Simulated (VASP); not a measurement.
Consider the following.

```yaml
crystal:
  lattice:
    - [0.00000, 2.51711, 2.51711]
    - [2.51711, 0.00000, 2.51711]
    - [2.51711, 2.51711, 0.00000]
  atoms:
    - { symbol: Hf, position: [0.00000, 0.00000, 0.00000] }
    - { symbol: O, position: [0.75000, 0.75000, 0.75000] }
    - { symbol: O, position: [0.25000, 0.25000, 0.25000] }
```

Computed with r2SCAN meta-GGA, VASP's PBE PAW potentials (set 64) (plane waves; VASP). Settings: 520 eV cut-off, 10×10×10 Γ-centred mesh, Gaussian smearing of 0.010 eV, potentials Hf_pv O.

Unless said otherwise, spin-orbit coupling is left out, though it shifts the bands of the heavy elements here.

Q: What does the run give for the energy per atom (σ→0), band gap (on the k-mesh) with the smallest direct gap where there is one?

A: 
```json
{
 "band gap (on the k-mesh)": "4.36 eV",
 "smallest direct gap (on the k-mesh)": "4.36 eV",
 "energy per atom (σ→0)": "-22.851 eV/atom"
}
```

The structure comes from a computed database's HfO2 entry (Fm-3m); how it stands against other phases isn't given here. It was relaxed first.
